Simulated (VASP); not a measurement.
# MgSc2Se4: structure and properties in VASP, part 4 of 8

What structure does MgSc2Se4 take at this level, and what are its properties? The start is a computed cell from the Materials Project.

VASP 6.6.1; PBEsol; plane waves and PAW (Mg, Sc_sv, Se).

So far, gap on the k-mesh (eV): 0.993 in steps 2, 3 and 4.

## 5. Bands along the symmetry lines (PBEsol)

Levels along the symmetry lines show where the bands peak and cross; KPOINTS_OPT computes them in the converged potential.

File INCAR:

```
SYSTEM = MgSc2Se4
PREC = Accurate
ENCUT = 400
EDIFF = 1E-06
NELM = 100
ISMEAR = 0
SIGMA = 0.05
LREAL = .FALSE.
ALGO = Normal
GGA = PS
NBANDS = 80
LASPH = .TRUE.
LORBIT = 11
LWAVE = .FALSE.
LCHARG = .FALSE.
KPAR = 8
```

File POSCAR:

```
MgSc2Se4
1.0
    0.0000000000      5.5479961736      5.5479961736
    5.5479961736      0.0000000000      5.5479961736
    5.5479961736      5.5479961736      0.0000000000
Mg Sc Se
2 4 8
Direct
    0.2500000000      0.2500000000      0.2500000000
    0.0000000000      0.0000000000      0.0000000000
    0.1250000000      0.6250000000      0.6250000000
    0.6250000000      0.1250000000      0.6250000000
    0.6250000000      0.6250000000      0.1250000000
    0.6250000000      0.6250000000      0.6250000000
    0.8515504643      0.3828165152      0.3828165152
    0.3828165152      0.8515504643      0.3828165152
    0.3828165152      0.3828165152      0.8515504643
    0.3828165152      0.3828165152      0.3828165152
    0.3984495357      0.8671834848      0.8671834848
    0.8671834848      0.3984495357      0.8671834848
    0.8671834848      0.8671834848      0.3984495357
    0.8671834848      0.8671834848      0.8671834848
```

File KPOINTS:

```
Automatic mesh
0
Gamma
4 4 4
0 0 0
```

File KPOINTS_OPT:

```
Line mode
12
Line-mode
Reciprocal
  0.00000000   0.00000000   0.00000000 GAMMA
  0.50000000   0.00000000   0.50000000 X

  0.50000000   0.00000000   0.50000000 X
  0.50000000   0.25000000   0.75000000 W

  0.50000000   0.25000000   0.75000000 W
  0.37500000   0.37500000   0.75000000 K

  0.37500000   0.37500000   0.75000000 K
  0.00000000   0.00000000   0.00000000 GAMMA

  0.00000000   0.00000000   0.00000000 GAMMA
  0.50000000   0.50000000   0.50000000 L

  0.50000000   0.50000000   0.50000000 L
  0.62500000   0.25000000   0.62500000 U

  0.62500000   0.25000000   0.62500000 U
  0.50000000   0.25000000   0.75000000 W

  0.50000000   0.25000000   0.75000000 W
  0.50000000   0.50000000   0.50000000 L

  0.50000000   0.50000000   0.50000000 L
  0.37500000   0.37500000   0.75000000 K

  0.62500000   0.25000000   0.62500000 U
  0.50000000   0.00000000   0.50000000 X
```

Potentials, in the order of the species: Mg, Sc_sv and Se (PBE family, release 64).

Started as:

```sh
$ mpirun -np 8 vasp_std
```

The program printed:

```text
[... set-up lines as in an earlier step ...]
 entering main loop
       N       E                     dE             d eps       ncg     rms          rms(c)
DAV:   1     0.108190818028E+04    0.10819E+04   -0.33723E+04  1360   0.891E+02
DAV:   2     0.556008471821E+02   -0.10263E+04   -0.97291E+03  1280   0.333E+02
DAV:   3    -0.828944981400E+02   -0.13850E+03   -0.13111E+03  2080   0.117E+02
DAV:   4    -0.916353767981E+02   -0.87409E+01   -0.86797E+01  2112   0.357E+01
DAV:   5    -0.917771598324E+02   -0.14178E+00   -0.14170E+00  2032   0.592E+00    0.175E+01
DAV:   6    -0.831049138340E+02    0.86722E+01   -0.14148E+01  1888   0.228E+01    0.656E+00
DAV:   7    -0.827106945722E+02    0.39422E+00   -0.12175E+00  1808   0.389E+00    0.379E+00
DAV:   8    -0.826517484011E+02    0.58946E-01   -0.28295E-01  1928   0.194E+00    0.817E-01
DAV:   9    -0.826522743682E+02   -0.52597E-03   -0.64414E-02  1864   0.161E+00    0.548E-01
DAV:  10    -0.826501020987E+02    0.21723E-02   -0.16072E-02  1848   0.114E+00    0.282E-01
DAV:  11    -0.826490061345E+02    0.10960E-02   -0.33726E-03  1888   0.509E-01    0.969E-02
DAV:  12    -0.826490488703E+02   -0.42736E-04   -0.36163E-04  1904   0.949E-02    0.516E-02
DAV:  13    -0.826490883257E+02   -0.39455E-04   -0.21166E-05  1712   0.214E-02    0.365E-02
DAV:  14    -0.826491023434E+02   -0.14018E-04   -0.46603E-05  1768   0.413E-02    0.964E-03
DAV:  15    -0.826491026324E+02   -0.28906E-06   -0.27668E-06  1464   0.686E-03
   1 F= -.82649103E+02 E0= -.82649103E+02  d E =-.138612E-26
 Start KPOINTS_OPT (optional k-point list driver)
k-point batch [1-8\120]
       N       E                     dE             ncg
DAV:   1     0.262486934766E+02   -0.37380E+04     1392
DAV:   2    -0.794689851575E+04   -0.79731E+04     1280
DAV:   3    -0.885281244212E+04   -0.90591E+03     1920
DAV:   4    -0.892657754518E+04   -0.73765E+02     1960
DAV:   5    -0.892824902100E+04   -0.16715E+01     1920
DAV:   6    -0.892833460313E+04   -0.85582E-01     1968
DAV:   7    -0.892833759302E+04   -0.29899E-02     1904
DAV:   8    -0.892833770195E+04   -0.10893E-03     1680
DAV:   9    -0.892833770254E+04   -0.59156E-06     1184
[...]
k-point batch [113-120\120]
       N       E                     dE             ncg
DAV:   1     0.984572095707E+02   -0.12301E+05     1400
DAV:   2    -0.797299676861E+04   -0.80715E+04     1280
DAV:   3    -0.890398446211E+04   -0.93099E+03     1872
DAV:   4    -0.897429556026E+04   -0.70311E+02     1960
DAV:   5    -0.897569364621E+04   -0.13981E+01     1928
DAV:   6    -0.897576117264E+04   -0.67526E-01     2008
DAV:   7    -0.897576315208E+04   -0.19794E-02     1928
DAV:   8    -0.897576325619E+04   -0.10411E-03     1568
DAV:   9    -0.897576325673E+04   -0.53741E-06     1192
```

Run time: 5.5 min. Hardware: 8 MPI ranks of AMD EPYC 7R43, shared host; peak memory 4.3 GiB; 44 min of CPU time.

From OUTCAR (step 5):

```text
   k-points           NKPTS =      8   k-points in BZ     NKDIM =      8   number of bands    NBANDS=     80

   NELECT =      96.0000    total number of electrons

 E-fermi :   2.8311

 k-point     1 :       0.0000    0.0000    0.0000
  band No.  band energies     occupation
    ...
     44       1.4420      2.00000
     45       1.4420      2.00000
     46       2.4596      2.00000
     47       2.4596      2.00000
     48       2.4596      2.00000
     49       3.4526      0.00000
     50       3.7332      0.00000
     51       3.7332      0.00000
     52       4.5775      0.00000
     53       4.5775      0.00000
    ...

  Total       -0.0115202     -0.0115202     -0.0115202     -0.0000000      0.0000000     -0.0000000
  in kB       -0.0540421     -0.0540421     -0.0540421     -0.0000000      0.0000000     -0.0000000
  external PRESSURE =      -0.0540421 kB  Pullay stress =       0.0000000 kB

 POSITION                                       TOTAL-FORCE (eV/Angst)
 -----------------------------------------------------------------------------------
      2.77400      2.77400      2.77400        -0.000000     -0.000000      0.000000
      0.00000      0.00000      0.00000        -0.000000      0.000000      0.000000
      6.93500      4.16100      4.16100        -0.000000      0.000000      0.000000
      4.16100      6.93500      4.16100        -0.000000      0.000000      0.000000
      4.16100      4.16100      6.93500        -0.000000     -0.000000      0.000000
      6.93500      6.93500      6.93500        -0.000000     -0.000000      0.000000
      4.24773      6.84826      6.84826         0.000689     -0.000689     -0.000689
      6.84826      4.24773      6.84826        -0.000689      0.000689     -0.000689
      6.84826      6.84826      4.24773        -0.000689     -0.000689      0.000689
      4.24773      4.24773      4.24773         0.000689      0.000689      0.000689
      9.62226      7.02173      7.02173        -0.000689      0.000689      0.000689
      7.02173      9.62226      7.02173         0.000689     -0.000689      0.000689
      7.02173      7.02173      9.62226         0.000689      0.000689     -0.000689
      9.62226      9.62226      9.62226        -0.000689     -0.000689     -0.000689
 -----------------------------------------------------------------------------------
    total drift:                               -0.000000     -0.000000      0.000000

  FREE ENERGIE OF THE ION-ELECTRON SYSTEM (eV)
  ---------------------------------------------------
  free  energy   TOTEN  =       -82.6491026324 eV

  energy  without entropy=      -82.6491026324  energy(sigma->0) =      -82.64910263

[... 9 parts as in an earlier step ...]

[... 7 further parts left out ...]
```

Spin-orbit coupling is off here; it would split degenerate levels, and where the valence top consists of them it lifts Se p states by about 0.1 eV.

Numbers from this step:

```yaml
scf_cycles: 15
bands: 80
fermi_energy: 2.831 eV
pressure: -0.005404 GPa
least_gap_on_mesh_and_path: 0.9929 eV
least_direct_gap_on_mesh_and_path: 0.9929 eV
```

The electronic bands at the labelled points (eV, zero at the valence-band top; v1 is the highest filled band, c1 the lowest empty one):

| point | v4 | v3 | v2 | v1 | c1 | c2 | c3 | c4 |
| --- | --- | --- | --- | --- | --- | --- | --- | --- |
| Γ | -1.02 | 0.00 | 0.00 | 0.00 | 0.99 | 1.27 | 1.27 | 2.12 |
| 0.45 of the way | -1.03 | -0.81 | -0.29 | -0.29 | 1.29 | 1.69 | 1.72 | 2.01 |
| X | -1.01 | -1.01 | -0.66 | -0.66 | 1.63 | 1.63 | 2.45 | 2.45 |
| 0.45 of the way | -1.03 | -1.03 | -0.72 | -0.72 | 1.75 | 1.75 | 2.37 | 2.37 |
| W | -1.04 | -1.04 | -0.82 | -0.82 | 2.06 | 2.06 | 2.08 | 2.08 |
| 0.55 of the way | -1.10 | -1.02 | -0.88 | -0.65 | 1.87 | 1.94 | 2.19 | 2.27 |
| K | -1.19 | -0.99 | -0.90 | -0.58 | 1.80 | 1.89 | 2.30 | 2.33 |
| 0.55 of the way | -0.95 | -0.92 | -0.38 | -0.16 | 1.45 | 1.66 | 1.67 | 2.17 |
| Γ | -1.02 | 0.00 | 0.00 | 0.00 | 0.99 | 1.27 | 1.27 | 2.12 |
| 0.45 of the way | -0.86 | -0.82 | -0.13 | -0.13 | 1.33 | 1.55 | 1.55 | 2.20 |
| L | -1.00 | -0.70 | -0.35 | -0.35 | 1.84 | 1.84 | 1.86 | 2.07 |
| 0.55 of the way | -1.07 | -0.82 | -0.77 | -0.45 | 1.83 | 2.03 | 2.05 | 2.12 |
| U | -1.19 | -0.99 | -0.90 | -0.58 | 1.80 | 1.89 | 2.30 | 2.33 |
| 0.45 of the way | -1.10 | -1.02 | -0.88 | -0.65 | 1.87 | 1.94 | 2.19 | 2.27 |
| W | -1.04 | -1.04 | -0.82 | -0.82 | 2.06 | 2.06 | 2.08 | 2.08 |
| 0.55 of the way | -1.06 | -0.84 | -0.70 | -0.47 | 1.90 | 1.92 | 2.08 | 2.14 |
| L | -1.00 | -0.70 | -0.35 | -0.35 | 1.84 | 1.84 | 1.86 | 2.07 |
| 0.45 of the way | -1.05 | -0.79 | -0.65 | -0.42 | 1.84 | 1.99 | 1.99 | 2.12 |
| K | -1.19 | -0.99 | -0.90 | -0.58 | 1.80 | 1.89 | 2.30 | 2.33 |
| jump to U | -1.19 | -0.99 | -0.90 | -0.58 | 1.80 | 1.89 | 2.30 | 2.33 |
| 0.45 of the way | -1.09 | -0.96 | -0.78 | -0.63 | 1.70 | 1.73 | 2.40 | 2.42 |
| X | -1.01 | -1.01 | -0.66 | -0.66 | 1.63 | 1.63 | 2.45 | 2.45 |

Of the projections kept (Mg, Sc, Se), the largest for each band there, as a share of the weight inside these atoms' spheres; weight between the spheres isn't counted:

| point | v4 | v3 | v2 | v1 | c1 | c2 | c3 | c4 |
| --- | --- | --- | --- | --- | --- | --- | --- | --- |
| Γ | Se 0.92 | Se 0.96 | Se 0.96 | Se 0.96 | Sc 0.79 | Sc 0.93 | Sc 0.93 | Sc 0.95 |
| X | Se 0.85 | Se 0.85 | Se 0.90 | Se 0.90 | Sc 0.91 | Sc 0.91 | Sc 0.93 | Sc 0.93 |
| W | Se 0.84 | Se 0.84 | Se 0.81 | Se 0.81 | Sc 0.88 | Sc 0.88 | Sc 0.91 | Sc 0.91 |
| K | Se 0.74 | Se 0.81 | Se 0.85 | Se 0.89 | Sc 0.91 | Sc 0.88 | Sc 0.88 | Sc 0.90 |
| Γ | Se 0.92 | Se 0.96 | Se 0.96 | Se 0.96 | Sc 0.79 | Sc 0.93 | Sc 0.93 | Sc 0.95 |
| L | Se 0.78 | Se 0.92 | Se 0.90 | Se 0.90 | Sc 0.92 | Sc 0.92 | Sc 0.86 | Sc 0.86 |

The path finds the gap of the mesh within 0.02 eV, so the mesh comes close to both band edges.

## 6. Total and projected DOS (PBEsol)

A density of states needs more k-points than a total energy, and tetrahedra (ISMEAR = -5) or a smearing that fits the mesh; LORBIT projects the states on the PAW spheres. The mesh is finer than in the run before.

Changes to INCAR since step 5:

```diff
@@ -5,3 +5,3 @@
 NELM = 100
-ISMEAR = 0
+ISMEAR = -5
 SIGMA = 0.05
@@ -16 +16,2 @@
 KPAR = 8
+NEDOS = 2001
```

POSCAR is that of step 5.

File KPOINTS:

```
Automatic mesh
0
Gamma
5 5 5
0 0 0
```

Started as:

```sh
$ mpirun -np 8 vasp_std
```

The program printed:

```text
[... set-up lines as in an earlier step ...]
 entering main loop
       N       E                     dE             d eps       ncg     rms          rms(c)
DAV:   1     0.106317051366E+04    0.10632E+04   -0.33538E+04  1680   0.889E+02
DAV:   2     0.475887289262E+02   -0.10156E+04   -0.96385E+03  1600   0.329E+02
DAV:   3    -0.838761871825E+02   -0.13146E+03   -0.12473E+03  2608   0.115E+02
DAV:   4    -0.917024596372E+02   -0.78263E+01   -0.77866E+01  2664   0.328E+01
DAV:   5    -0.917793211212E+02   -0.76861E-01   -0.76801E-01  2568   0.497E+00    0.175E+01
DAV:   6    -0.831057574178E+02    0.86736E+01   -0.14300E+01  2392   0.228E+01    0.658E+00
DAV:   7    -0.827134450645E+02    0.39231E+00   -0.12135E+00  2248   0.384E+00    0.381E+00
DAV:   8    -0.826542270344E+02    0.59218E-01   -0.28817E-01  2400   0.192E+00    0.813E-01
DAV:   9    -0.826549701593E+02   -0.74312E-03   -0.64699E-02  2368   0.161E+00    0.548E-01
DAV:  10    -0.826527832017E+02    0.21870E-02   -0.15655E-02  2272   0.113E+00    0.276E-01
DAV:  11    -0.826517355730E+02    0.10476E-02   -0.32753E-03  2360   0.501E-01    0.957E-02
DAV:  12    -0.826517768203E+02   -0.41247E-04   -0.36569E-04  2368   0.930E-02    0.531E-02
DAV:  13    -0.826518110901E+02   -0.34270E-04   -0.18961E-05  2152   0.211E-02    0.394E-02
DAV:  14    -0.826518286938E+02   -0.17604E-04   -0.49162E-05  2136   0.394E-02    0.113E-02
DAV:  15    -0.826518286262E+02    0.67570E-07   -0.28936E-06  1728   0.646E-03
   1 F= -.82651829E+02 E0= -.82651829E+02  d E =0.000000E+00
```

Wall time 81 s (8 MPI ranks); peak memory 3.4 GiB; 11 min of CPU time.

Parts of OUTCAR (step 6):

```text
   k-points           NKPTS =     10   k-points in BZ     NKDIM =     10   number of bands    NBANDS=     80

   NELECT =      96.0000    total number of electrons

 E-fermi :   2.4774

 k-point     1 :       0.0000    0.0000    0.0000
  band No.  band energies     occupation
    ...
     44       1.4417      2.00000
     45       1.4417      2.00000
     46       2.4592      2.00000
     47       2.4592      2.00000
     48       2.4592      2.00000
     49       3.4527      0.00000
     50       3.7336      0.00000
     51       3.7336      0.00000
     52       4.5779      0.00000
     53       4.5779      0.00000
    ...

  Total       -0.0161067     -0.0161067     -0.0161067     -0.0000000      0.0000000     -0.0000000
  in kB       -0.0755579     -0.0755579     -0.0755579     -0.0000000      0.0000000     -0.0000000
  external PRESSURE =      -0.0755579 kB  Pullay stress =       0.0000000 kB

 POSITION                                       TOTAL-FORCE (eV/Angst)
 -----------------------------------------------------------------------------------
      2.77400      2.77400      2.77400         0.000000     -0.000000     -0.000000
      0.00000      0.00000      0.00000         0.000000     -0.000000     -0.000000
      6.93500      4.16100      4.16100         0.000000     -0.000000     -0.000000
      4.16100      6.93500      4.16100         0.000000     -0.000000     -0.000000
      4.16100      4.16100      6.93500         0.000000     -0.000000     -0.000000
      6.93500      6.93500      6.93500         0.000000     -0.000000     -0.000000
      4.24773      6.84826      6.84826         0.000608     -0.000608     -0.000608
      6.84826      4.24773      6.84826        -0.000608      0.000608     -0.000608
      6.84826      6.84826      4.24773        -0.000608     -0.000608      0.000608
      4.24773      4.24773      4.24773         0.000608      0.000608      0.000608
      9.62226      7.02173      7.02173        -0.000608      0.000608      0.000608
      7.02173      9.62226      7.02173         0.000608     -0.000608      0.000608
      7.02173      7.02173      9.62226         0.000608      0.000608     -0.000608
      9.62226      9.62226      9.62226        -0.000608     -0.000608     -0.000608
 -----------------------------------------------------------------------------------
    total drift:                               -0.000000     -0.000000      0.000000

  FREE ENERGIE OF THE ION-ELECTRON SYSTEM (eV)
  ---------------------------------------------------
  free  energy   TOTEN  =       -82.6518286262 eV

  energy  without entropy=      -82.6518286262  energy(sigma->0) =      -82.65182863

[... 7 parts as in an earlier step ...]

[... 9 further parts left out ...]
```

This step gave:

- irreducible k-points: 10
- free energy (TOTEN): -82.6518 eV
- Fermi energy: 2.477 eV
- pressure: -0.007556 GPa
- gap on the k-mesh: 0.9935 eV
- least direct gap on the k-mesh: 0.9935 eV

The density of states has structure finer than the step of the table below, so its rows give means over 0.5 eV, whole bins alone (the curve runs from -12.0 to 2.57 eV). Peaks (eV: height): total -11.70: 43.1, -3.07: 19.9, -1.56: 31.2, 2.38: 23.4; Se p -3.07: 7.21, -2.41: 7.44, -1.56: 13.4, -1.00: 9.63; Sc d -1.56: 4.68, 2.38: 16.3; Sc p -11.70: 0.471, -3.07: 0.581, -1.94: 0.521, -1.00: 0.616; Sc s -3.54: 0.885, -3.07: 0.309, -2.41: 0.243.

States under -12.0 eV and over 2.6 eV are left out. Density of states against energy, zero at the valence-band top; means over each step; values in states/eV/cell:

| energy (eV) | total | Se p | Sc d | Sc p | Sc s | Mg p | Se s |
| --- | --- | --- | --- | --- | --- | --- | --- |
| -11.5 | 14.7 | 0.00356 | 0.175 | 0.139 | 0.0106 | 0.0271 | 10.7 |
| -11.0 | 0 | 0 | 0 | 0 | 0 | 0 | 0 |
| -10.5 | 0 | 0 | 0 | 0 | 0 | 0 | 0 |
| -10.0 | 0 | 0 | 0 | 0 | 0 | 0 | 0 |
| -9.5 | 0 | 0 | 0 | 0 | 0 | 0 | 0 |
| -9.0 | 0 | 0 | 0 | 0 | 0 | 0 | 0 |
| -8.5 | 0 | 0 | 0 | 0 | 0 | 0 | 0 |
| -8.0 | 0 | 0 | 0 | 0 | 0 | 0 | 0 |
| -7.5 | 0 | 0 | 0 | 0 | 0 | 0 | 0 |
| -7.0 | 0 | 0 | 0 | 0 | 0 | 0 | 0 |
| -6.5 | 0 | 0 | 0 | 0 | 0 | 0 | 0 |
| -6.0 | 0 | 0 | 0 | 0 | 0 | 0 | 0 |
| -5.5 | 0 | 0 | 0 | 0 | 0 | 0 | 0 |
| -5.0 | 0.0656 | 0.0203 | 0.00279 | 8.6e-5 | 0.00268 | 5.8e-5 | 2.9e-4 |
| -4.5 | 1.39 | 0.446 | 0.0595 | 0.00861 | 0.0490 | 0.00479 | 0.0116 |
| -4.0 | 7.19 | 2.42 | 0.260 | 0.105 | 0.222 | 0.0317 | 0.0609 |
| -3.5 | 10.3 | 3.60 | 0.417 | 0.0733 | 0.587 | 0.0599 | 0.113 |
| -3.0 | 10.9 | 4.00 | 0.519 | 0.301 | 0.194 | 0.0418 | 0.0886 |
| -2.5 | 10.8 | 4.20 | 0.923 | 0.210 | 0.132 | 0.0621 | 0.0686 |
| -2.0 | 18.2 | 7.68 | 1.87 | 0.369 | 0.104 | 0.146 | 0.0395 |
| -1.5 | 18.2 | 7.89 | 2.56 | 0.233 | 0.0590 | 0.0683 | 0.0513 |
| -1.0 | 11.5 | 5.56 | 0.627 | 0.330 | 0.0661 | 0.0431 | 0.0293 |
| -0.5 | 6.58 | 3.42 | 0.284 | 0.157 | 0.0140 | 0.0346 | 0.0113 |
| 0.0 | 0.828 | 0.463 | 0.0232 | 0.0176 | 4.1e-4 | 0.00276 | 7.5e-4 |
| 0.5 | 0 | 0 | 0 | 0 | 0 | 0 | 0 |
| 1.0 | 0.121 | 0.00318 | 0.0586 | 6.4e-5 | 9.6e-4 | 4.3e-4 | 5.3e-4 |
| 1.5 | 3.68 | 0.144 | 2.14 | 0.00660 | 0.0282 | 0.0143 | 0.00830 |
| 2.0 | 11.5 | 0.465 | 7.47 | 0.0232 | 0.0603 | 0.0513 | 0.0312 |

The gap on this mesh is 0.99 eV. In the top eV of the valence band the largest shares in the PAW spheres are Se p 51 %. The rest lies in smaller channels or between the spheres.

(Part 4 of 8 ends here.)

[Lines on the potential files, build, host, timing and source positions are cut from VASP's logs without a mark.]

[Logs are printed without paths, hosts, clocks, repeated set-up lines and the standing remarks that a program may print on its own settings, such as how far it seeks lower states.]

[Hosts, paths, dates, database ids (printed as entryN), source tags and the programs' standing remarks are cut or masked in the printed files.]

[A measured line is paired with the nearest computed mode of its activity, which favours agreement.]

[In band tables of VASP the shares of atoms and orbitals are scaled to a sum of 1 inside the atoms' spheres.]
